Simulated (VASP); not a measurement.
# GaP: relaxation of cell and atoms with PBE

The system is GaP.

```
Ga P
1.0
     0.00000    2.75284    2.75284
     2.75284    0.00000    2.75284
     2.75284    2.75284    0.00000
Ga P
1 1
Direct
  0.00000 0.00000 0.00000
  0.25000 0.25000 0.25000
```

```yaml
Program: VASP 6.6.1
Task: relaxation of cell and atoms
Functional: PBE
Potentials_or_basis: VASP PAW PBE potentials, release 64 (Ga_d, P)
Cutoff: 520 eV
k_mesh: 10 × 10 × 10
Occupations: gaussian, width 0.02 eV
Spin: no spin polarisation
Further_INCAR_settings: ALGO = Normal; EDIFF = 1e-07; IBRION = 2; EDIFFG = -0.002; NSW = 80; ISIF = 3
```

```
Pressure after relaxing : 0.0 GPa
Band gap on the k mesh  : 1.58 eV, direct
```

Final structure:
```
Ga P
1.0
     0.00000    2.75284    2.75284
     2.75284    0.00000    2.75284
     2.75284    2.75284    0.00000
Ga P
1 1
Direct
  0.00000 0.00000 0.00000
  0.25000 0.25000 0.25000
```

Levels at points of the mesh, in eV from the valence-band top:
```tsv
k point	band 7	band 8	band 9	band 10	band 11	band 12
(0.00, 0.00, 0.00)	0.00	0.00	0.00	1.58	3.90	3.90
(0.50, 0.00, 0.00)	-6.46	-1.07	-1.07	1.58	4.73	4.73
(0.50, 0.50, 0.00)	-6.61	-2.58	-2.58	1.72	1.85	10.37
```

Wall time 19 s on 1 thread of Intel(R) Xeon(R) Platinum 8488C (Sapphire Rapids), with other jobs on the host, peak memory 0.18 GiB.

Caveat: the relaxation stopped at its first step, so nothing moved. A k mesh can miss the band edges.
